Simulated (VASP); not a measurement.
VASP runs on Ca$_{4}$Sb$_{2}$O (space group I4/mmm) share one base input (LDA (Ceperley-Alder, Perdew-Zunger), plane waves, VASP's LDA PAW potentials (set 64)) and change the settings named in each case.

File POSCAR:
```
Ca4Sb2O
1
   -2.3146470000     2.3146470000     8.0876560000
    2.3146470000    -2.3146470000     8.0876560000
    2.3146470000     2.3146470000    -8.0876560000
Ca O Sb
4 1 2
Direct
  0.5000000000   0.0000000000   0.5000000000
  0.0000000000   0.5000000000   0.5000000000
  0.3332000000   0.3332000000   0.0000000000
  0.6668000000   0.6668000000   0.0000000000
  0.5000000000   0.5000000000   0.0000000000
  0.1387000000   0.1387000000   0.0000000000
  0.8613000000   0.8613000000   0.0000000000
```

### INCAR
```
# general
SYSTEM   =  Ca4Sb2O
PREC     =  Accurate
ENCUT    =  400
LREAL    =  .False.   # projection in real space or not
LASPH    =  .True.   # aspherical one-centre terms

# electronic loop
EDIFF    =  1E-6   # SCF stop (eV)
NELM     =  100   # most electronic steps
ALGO     =  Normal   # blocked Davidson
LMAXMIX  =  4   # l cut-off of mixed one-centre charges

# smearing
ISMEAR   =  -1
SIGMA    =  0.1   # width (eV)

# ions
ISIF     =  2   # forces and stress, cell fixed

# output
LWAVE    =  .False.
LCHARG   =  .False.
```

KPOINTS:
```
Automatic mesh
0
Gamma
4 4 4
0 0 0
```

POTCAR, in this order: Ca_sv O Sb (LDA.64 set). Program: vasp_std.

| change | E(σ→0) (eV/atom) | pressure (GPa) | −TS (eV) |
|---|---|---|---|
| base run | -5.1973 | -2.33 | -0.0017 |
| GGA = PS, POTCAR Ca_sv O Sb (PBE.64 set) | -4.9350 | -0.15 | -0.0016 |
| GGA_COMPAT = .FALSE., LNONCOLLINEAR = .TRUE., LSORBIT = .TRUE., MAGMOM = 0.0 0.0 0.0 0.0 0.0 0.0 0.0 0.0 0.0 0.0 0.0 0.0 0.0 0.0 0.0 0.0 0.0 0.0 0.0 0.0 0.0, program vasp_ncl | -5.2164 | -2.32 | -0.0027 |
| KPOINTS 5×5×5 Γ-centred mesh | -5.2007 | -2.34 | -0.0011 |
 Energies of different potentials or functionals have different zeros.  Unless said otherwise, spin-orbit coupling is left out, though it shifts the bands of the heavy elements here. At 400 eV the pressure can carry a Pulay error.

Left out are runs that ran out of time, are held back, or changed the cell or the kind of run, fixed moments of cells without a moment, rows past the twelfth, gaps on odd meshes, pressures of charged cells and columns that move by less than the noise.

The structure comes from a measured Ca4Sb2O entry of the Crystallography Open Database, whose conditions weren't checked. The cell was not relaxed at this level, its lattice was scaled by up to 2.5 %.
